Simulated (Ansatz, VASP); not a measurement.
# One calculation of NiMoIrPdW, two programs

The input INCAR:

```
PREC = Accurate ; ENCUT = 520
EDIFF = 1E-7 ; ISMEAR = -1
SIGMA = 0.05 ; LREAL = False
LASPH = True ; NELM = 120
ALGO = Normal ; ISIF = 2
LWAVE = False ; LCHARG = False
ISPIN = 2 ; MAGMOM = 1 1 0 0.6 0
LORBIT = 11 ; LMAXMIX = 4
GGA = PE ; NBANDS = 40
KPAR = 4
```

The input KPOINTS:

```
regular mesh
0
Gamma
  8 8 5
```

POSCAR

```
NiMoIrPdW
1.0
    4.1443160264      0.0000000000      0.0000000000
   -2.0721630463      3.5890830723      0.0000000000
    0.0000000000      0.0000000000      5.4818659517
Ni Mo Pd Ir W
1 1 1 1 1
Direct
    0.0000000000      0.0000000000      0.9577500000
    0.6666700000      0.3333300000      0.9616100000
    0.6666700000      0.3333300000      0.4629500000
    0.3333300000      0.6666700000      0.7257200000
    0.3333300000      0.6666700000      0.2364200000
```

File input.yaml:

```yaml
crystal:
  lattice:
    - [4.1443160264, 0.0, 0.0]
    - [-2.0721630463, 3.5890830723, 0.0]
    - [0.0, 0.0, 5.4818659517]
  atoms:
    - { symbol: Ni, position: [0.0, 0.0, 0.95775], spin: 1.0 }
    - { symbol: Mo, position: [0.66667, 0.33333, 0.96161], spin: 1.0 }
    - { symbol: Pd, position: [0.66667, 0.33333, 0.46295] }
    - { symbol: Ir, position: [0.33333, 0.66667, 0.72572], spin: 0.6 }
    - { symbol: W, position: [0.33333, 0.66667, 0.23642] }
hamiltonian:
  xc: pbe
  pseudopotentials: { kind: paw }
magnetization:
  spin_polarized: true
kpoints:
  mp_grid: { grid: [8, 8, 5] }
scf:
  occupations: { method: fermi_dirac, width: 0.05 }
output:
  forces: true
  stress: true
  eigenvalues: true
  write_density: true
  write_potential: true
  elf: true
  volumetric_format: npy
```

Change from the starting cell: volume scaled by 1.02.

Alike in both runs: task single point; functional PBE; k mesh 8 × 8 × 5; occupations fermi-dirac, width 0.05 eV; collinear spin, ferromagnetic start.

|  | VASP | Ansatz |
| --- | --- | --- |
| version | VASP 6.6.1 | Ansatz 0.2.0 |
| potentials or method | VASP PAW PBE potentials, release 64 (Ni, Mo_sv, Pd, Ir, W_sv) | Ansatz PAW |
| plane-wave cutoff (eV) | 520 | 420 |
| valence electrons in the cell | 57 | 81 |

Ansatz gave:

| Item | Value |
| --- | --- |
| gap on the k mesh at the Fermi level (eV) | none |
| pressure (GPa) | -4.2 |
| largest component of the traceless stress (GPa) | 0.22 |
| rms of the force components (eV/Å) | 0.027 |
| net moment per atom (μB) | 0.00 |

Problem. What did VASP give for the same quantities?

Solution. gap on the k mesh at the Fermi level (eV): none; pressure (GPa): -4.1; largest component of the traceless stress (GPa): 0.21; rms of the force components (eV/Å): 0.030; net moment per atom (μB): 0.00.

Atom by atom the forces differ by 0.005 eV/Å (rms over components). A gap of «none» marks a metal or a gap that the smearing closes. With one functional, cell and mesh, what is left measures potentials, basis and numerics. The two sets of potentials don't hold the same shells in valence.

Caveats: the starting moments weren't kept (Ansatz). Spin-orbit coupling is left out, which matters for the levels of Ir, W.
